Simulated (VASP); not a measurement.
# Ta2SiN2 (P6_3/mmc) in VASP: phonons with PBE

Aim: the phonons of Ta2SiN2 with PBE.

Everything below comes from runs of VASP 6.6.1. Logs are shortened: lines on timing, memory, paths and dates and some standing lists are left out, and cuts for length are marked.

## (1) The crystal as given

It takes space group P6_3/mmc (No. 194, hexagonal). The conventional cell has a = 3.484 Å, b = 3.484 Å, c = 12.779 Å, α = 90.00°, β = 90.00°, γ = 120.00°. Around Ta (site symmetry 3m) lie 4 N at 2.08 to 2.20 Å. Si (site symmetry -6m2) has 6 Ta at 2.72 Å and 6 N at 3.10 Å as nearest neighbours. N (site symmetry 3m) has 4 Ta at 2.08 to 2.20 Å as nearest neighbours.

The cell was built by a generator and needn't be a form met in nature.

## (2) Phonons, PBE

The input, POSCAR:

```
Ta2SiN2
1.0
    3.4843910000      0.0000000000      0.0000000000
   -1.7421960000      3.0175710000      0.0000000000
    0.0000000000      0.0000000000     12.7786600000
Ta Si N
4 2 4
Direct
    0.6666670000      0.3333330000      0.1068290000
    0.3333330000      0.6666670000      0.8931710000
    0.3333330000      0.6666670000      0.6068290000
    0.6666670000      0.3333330000      0.3931710000
    0.0000000000      0.0000000000      0.2500000000
    0.0000000000      0.0000000000      0.7500000000
    0.6666670000      0.3333330000      0.9349010000
    0.3333330000      0.6666670000      0.0650990000
    0.3333330000      0.6666670000      0.4349010000
    0.6666670000      0.3333330000      0.5650990000
```

The input, INCAR.step1:

```
SYSTEM = Ta2SiN2
PREC = Accurate
ENCUT = 520
EDIFF = 1E-8
ISMEAR = 0
SIGMA = 0.1
LREAL = .False.
LASPH = .True.
NELM = 80
ALGO = Normal
ISIF = 3
LWAVE = .False.
LCHARG = .False.
GGA = PE
KPAR = 4
IBRION = 2
NSW = 40
EDIFFG = -0.002
```

The input, INCAR.step2:

```
SYSTEM = Ta2SiN2
PREC = Accurate
ENCUT = 520
EDIFF = 1E-8
ISMEAR = 0
SIGMA = 0.1
LREAL = .False.
LASPH = .True.
NELM = 80
ALGO = Normal
ISIF = 2
LWAVE = .False.
LCHARG = .False.
GGA = PE
KPAR = 4
IBRION = 6
NFREE = 2
POTIM = 0.015
NSW = 1
```

The input, KPOINTS:

```
Automatic mesh
0
Gamma
  10 10 4
  0 0 0
```

Potentials or basis: VASP PAW PBE potentials, release 64 (Ta_pv, Si, N).

Started as:

```sh
> cat potpaw_PBE.64/Ta_pv/POTCAR potpaw_PBE.64/Si/POTCAR potpaw_PBE.64/N/POTCAR > POTCAR
> cp INCAR.step1 INCAR
> mpirun -np 4 vasp_std > vasp.out
> cp CONTCAR POSCAR
> cp INCAR.step2 INCAR
> mpirun -np 4 vasp_std > vasp.out
```

OUTCAR:

```text
SYSTEM = Ta2SiN2
   PREC = Accurate
   ENCUT = 520
   EDIFF = 1E-8
   ISMEAR = 0
   LREAL = .False.
   LASPH = .True.
   NELM = 80
   ISIF = 2
   GGA = PE
   IBRION = 6
   NFREE = 2
   POTIM = 0.015
   NSW = 1

 ion  position               nearest neighbor table
   1  0.667  0.333  0.107-   8 2.08   8 2.08   8 2.08   7 2.20   5 2.72   5 2.72   5 2.72   2 3.39
                             2 3.39   2 3.39
   2  0.333  0.667  0.893-   7 2.08   7 2.08   7 2.08   8 2.20   6 2.72   6 2.72   6 2.72   1 3.39
                             1 3.39   1 3.39
   3  0.333  0.667  0.607-  10 2.08  10 2.08  10 2.08   9 2.20   6 2.72   6 2.72   6 2.72   4 3.39
                             4 3.39   4 3.39
   4  0.667  0.333  0.393-   9 2.08   9 2.08   9 2.08  10 2.20   5 2.72   5 2.72   5 2.72   3 3.39
                             3 3.39   3 3.39
   5  0.000  0.000  0.250-   1 2.72   4 2.72   1 2.72   4 2.72   1 2.72   4 2.72
   6  0.000  0.000  0.750-   2 2.72   3 2.72   2 2.72   3 2.72   2 2.72   3 2.72
   7  0.667  0.333  0.935-   2 2.08   2 2.08   2 2.08   1 2.20
   8  0.333  0.667  0.065-   1 2.08   1 2.08   1 2.08   2 2.20
   9  0.333  0.667  0.435-   4 2.08   4 2.08   4 2.08   3 2.20
  10  0.667  0.333  0.565-   3 2.08   3 2.08   3 2.08   4 2.20

  LATTYP: Found a hexagonal cell.
 ALAT       =     3.4846778637
 C/A-ratio  =     3.6663747830

  Lattice vectors:

 A1 = (   3.4846778637,  -0.0000000000,   0.0000000000)
 A2 = (  -1.7423394319,   3.0178194312,   0.0000000000)
 A3 = (   0.0000000000,   0.0000000000,  12.7761350464)

Analysis of symmetry for initial positions (statically):
=====================================================================
 Subroutine PRICEL returns:
 Original cell was already a primitive cell.

 Routine SETGRP: Setting up the symmetry group for a
 hexagonal supercell.

 Subroutine GETGRP returns: Found 24 space group operations
 (whereof 12 operations were pure point group operations)
 out of a pool of 24 trial point group operations.

The static configuration has the point symmetry D_3d.
 The point group associated with its full space group is D_6h.

Analysis of symmetry for dynamics (positions and initial velocities):
=====================================================================
 Subroutine PRICEL returns:
 Original cell was already a primitive cell.

 Routine SETGRP: Setting up the symmetry group for a
 hexagonal supercell.

 Subroutine GETGRP returns: Found 24 space group operations
 (whereof 12 operations were pure point group operations)
 out of a pool of 24 trial point group operations.

The dynamic configuration has the point symmetry D_3d.
 The point group associated with its full space group is D_6h.

 Subroutine INISYM returns: Found 24 space group operations
 (whereof 12 operations are pure point group operations),
 and found     1 'primitive' translations

----------------------------------------------------------------------------------------

                                     Primitive cell

  volume of cell :     134.3555

  direct lattice vectors                    reciprocal lattice vectors
     3.484677864 -0.000000000  0.000000000     0.286970572  0.165682591  0.000000000
    -1.742339432  3.017819431  0.000000000     0.000000000  0.331365088  0.000000000
     0.000000000  0.000000000 12.776135046     0.000000000  0.000000000  0.078270932

  length of vectors
     3.484677864  3.484678007 12.776135046     0.331365101  0.331365088  0.078270932

  position of ions in fractional coordinates (direct lattice)
     0.666667000  0.333333000  0.106838758
     0.333333000  0.666667000  0.893161242
     0.333333000  0.666667000  0.606838758
     0.666667000  0.333333000  0.393161242
[... 108 lines left out ...]
   IALGO  =     38    algorithm
   IMIX   =      4    mixing-type and parameters
     AMIX     =   0.40;   BMIX     =  1.00
     AMIX_MAG =   1.60;   BMIX_MAG =  1.00
  volume/ion in A,a.u.               =      13.44        90.67
  Fermi-wavevector in a.u.,A,eV,Ry     =   1.329741  2.512847 24.057989  1.768212
  Thomas-Fermi vector in A             =   2.458881
   LORBIT       =      0    0 simple, 1 ext, 2 COOP (PROOUT), +10 PAW based schemes
   GGA     = PE    functional components
   LHFCALC =     F    Hartree Fock is set to
   AEXX    =    0.0000 exact exchange contribution
   IVDW    =     0    specifies the selected vdW correction
   LEPSILON=     F    determine dielectric tensor
   LRPA    =     F    only Hartree local field effects (RPA)
 finite differences with symmetry
 non-spin polarized calculation
 Gauss-broadening in eV      SIGMA  =   0.10
  energy-cutoff  :      520.00
  volume of cell :      134.36
 maximum number of plane-waves:      3672
 NGX is ok and might be reduce to    28
   NGX = 13   NGY = 13   NGZ = 47

--------------------------------------- Ionic step        1  -------------------------------------------

 number of electron      72.0000011 magnetization

 Free energy of the ion-electron system (eV)
  ---------------------------------------------------
  ext. energy  EPLUGINS =         0.00000000
  ---------------------------------------------------
  free energy    TOTEN  =       -97.46325848 eV

  energy without entropy =      -97.45006042  energy(sigma->0) =      -97.45665945

------------------------ aborting loop because EDIFF is reached ----------------------------------------

  FORCE on cell =-STRESS in cart. coord.  units (eV):
  Direction    XX          YY          ZZ          XY          YZ          ZX
  --------------------------------------------------------------------------------------
  -------------------------------------------------------------------------------------
  Total        0.0026217      0.0026217     -0.0067452     -0.0000000     -0.0000000      0.0000000
  in kB        0.0312632      0.0312632     -0.0804360     -0.0000000     -0.0000000      0.0000000
  external PRESSURE =      -0.0059699 kB  Pullay stress =       0.0000000 kB
[... 113 lines left out ...]
  FREE ENERGIE OF THE ION-ELECTRON SYSTEM (eV)
  ---------------------------------------------------
  free  energy   TOTEN  =       -97.4621832412 eV

  energy  without entropy=      -97.4489764920  energy(sigma->0) =      -97.45557987

[... ionic steps 4 to 10 ...]

--------------------------------------- Ionic step       11  -------------------------------------------

 number of electron      72.0000012 magnetization

------------------------ aborting loop because EDIFF is reached ----------------------------------------
[... 83 lines left out ...]
--------------------------------------- Ionic step       13  -------------------------------------------

 number of electron      72.0000011 magnetization

 Free energy of the ion-electron system (eV)
  ---------------------------------------------------
  ext. energy  EPLUGINS =         0.00000000
  ---------------------------------------------------
  free energy    TOTEN  =       -97.46198765 eV

  energy without entropy =      -97.44864976  energy(sigma->0) =      -97.45531871

 E-fermi :   7.0483     XC(G=0): -11.8553

 val. band max:        7.0400665231   @ k =   0.1000   0.0000   0.5000
 cond. band min:       7.0563727015   @ k =   0.0000   0.0000   0.0000
 fundamental gap:      0.0163061784
 Fermi energy:         7.0482914316

 k-point     1 :       0.0000    0.0000    0.0000
  band No.  band energies     occupation
      1     -28.6284      2.00000
      2     -28.5931      2.00000
      3     -28.5330      2.00000
      4     -28.5330      2.00000
      5     -28.5302      2.00000
      6     -28.5302      2.00000
[... 1093 lines left out ...]
     42       8.4279      0.00000
     43       9.5791      0.00000

 [... further k-points ...]

------------------------ aborting loop because EDIFF is reached ----------------------------------------

  FORCE on cell =-STRESS in cart. coord.  units (eV):
  Direction    XX          YY          ZZ          XY          YZ          ZX
  --------------------------------------------------------------------------------------
  -------------------------------------------------------------------------------------
  Total        0.0769588      0.0769588     -0.1134724     -0.0000000     -0.0000000     -0.0000000
  in kB        0.9177266      0.9177265     -1.3531481     -0.0000002     -0.0000000     -0.0000000
  external PRESSURE =       0.1607683 kB  Pullay stress =       0.0000000 kB
[... 25 lines left out ...]
  FREE ENERGIE OF THE ION-ELECTRON SYSTEM (eV)
  ---------------------------------------------------
  free  energy   TOTEN  =       -97.4619876488 eV

  energy  without entropy=      -97.4486497627  energy(sigma->0) =      -97.45531871

 INTERNAL STRAIN TENSORS FROM DISPLACED ATOMS
 ============================================

 INTERNAL STRAIN TENSOR FOR ION    1 for displacements in x,y,z  (eV/Angst):
          X           Y           Z          XY          YZ          ZX
  --------------------------------------------------------------------------------
  x    -0.00000     0.00000    -0.00000     5.58892    -0.00000     0.52984
  y     5.58892    -5.58892     0.00000     0.00000     0.52983    -0.00000
  z    -8.25166    -8.25166    -7.02813     0.00000     0.00000     0.00000
[... 8 lines left out ...]
 INTERNAL STRAIN TENSOR FOR ION   10 for displacements in x,y,z  (eV/Angst):
          X           Y           Z          XY          YZ          ZX
  --------------------------------------------------------------------------------
  x    -0.00001     0.00000    -0.00000    14.09330    -0.00000     3.35376
  y    14.09330   -14.09330     0.00000     0.00000     3.35376    -0.00000
  z     4.85749     4.85749    -7.54358    -0.00000    -0.00000     0.00000

 Eigenvectors and eigenvalues of the dynamical matrix
   1 f  =   17.192081 THz   108.021028 2PiTHz  573.466082 cm-1    71.100700 meV
   2 f  =   17.192078 THz   108.021010 2PiTHz  573.465984 cm-1    71.100688 meV
   3 f  =   17.080446 THz   107.319605 2PiTHz  569.742336 cm-1    70.639015 meV
   4 f  =   17.080443 THz   107.319586 2PiTHz  569.742239 cm-1    70.639003 meV
   5 f  =   16.376543 THz   102.896852 2PiTHz  546.262662 cm-1    67.727908 meV
   6 f  =   15.383994 THz    96.660484 2PiTHz  513.154797 cm-1    63.623058 meV
[... 19 lines left out ...]
  26 f  =    2.265421 THz    14.234063 2PiTHz   75.566327 cm-1     9.369026 meV
  27 f  =    2.265421 THz    14.234061 2PiTHz   75.566314 cm-1     9.369025 meV
  28 f/i=    0.001404 THz     0.008823 2PiTHz    0.046839 cm-1     0.005807 meV
  29 f/i=    0.001905 THz     0.011969 2PiTHz    0.063539 cm-1     0.007878 meV
  30 f/i=    0.001905 THz     0.011969 2PiTHz    0.063539 cm-1     0.007878 meV

 ELASTIC MODULI CONTR FROM IONIC RELAXATION (kBar)
 Direction    XX          YY          ZZ          XY          YZ          ZX
 --------------------------------------------------------------------------------
 XX        -827.0332    371.2768    -45.6996      0.0001      0.0000      0.0000
 YY         371.2768   -827.0330    -45.6996      0.0001     -0.0000     -0.0000
 ZZ         -45.6996    -45.6996   -341.7165      0.0000      0.0000     -0.0000
 XY           0.0001      0.0001      0.0000   -599.1550     -0.0000      0.0000
 YZ           0.0000     -0.0000      0.0000     -0.0000    -66.1177      0.0000
 ZX           0.0000     -0.0000     -0.0000      0.0000      0.0000    -66.1177
 --------------------------------------------------------------------------------
```

It took 21 min on 4 MPI ranks of Intel Xeon 6975P-C (Granite Rapids), shared host; peak memory 1.5 GiB.

Results:

```yaml
Highest_phonon_frequency_at_Γ_LO-TO_splitting_left_out: 573 cm⁻¹
```

Phonon frequencies in cm⁻¹ (negative: imaginary):
```csv
q point,frequencies
"(0.000, 0.000, 0.000)",0 0 0 76 76 76 76 96 100 100 131 165 240 240 251 251 276 375 439 439 448 448 457 482 513 546 570 570 573 573
```
